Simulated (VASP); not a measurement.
GaB:

```xyz
2
Lattice="2.7182 0.0000 0.0000 0.0000 2.7182 0.0000 0.0000 0.0000 3.2362" Properties=species:S:1:pos:R:3 pbc="T T T"
Ga    1.3591    1.3591    1.6181
B     0.0000    0.0000    0.0000
```

The cell was built by a generator and needn't be a form met in nature.

Base run:

* Program: VASP 6.6.1
* Functional: PBE
* Potentials or basis: VASP PAW PBE potentials, release 64 (Ga_d, B)
* Cutoff: 520 eV
* k mesh: 10 × 10 × 8
* Occupations: gaussian, width 0.02 eV
* Spin: no spin polarisation

Its results: band gap on the k mesh none (metal or under the smearing width); pressure 0.7 GPa.

Problem. The run is repeated on the same cell with these changes: further incar settings from ALGO = Fast; EDIFF = 1e-06; NBANDS = 56 to ALGO = Normal; EDIFF = 1e-06. What comes out?

Solution. Band gap on the k mesh none (metal or under the smearing width); pressure 0.1 GPa.
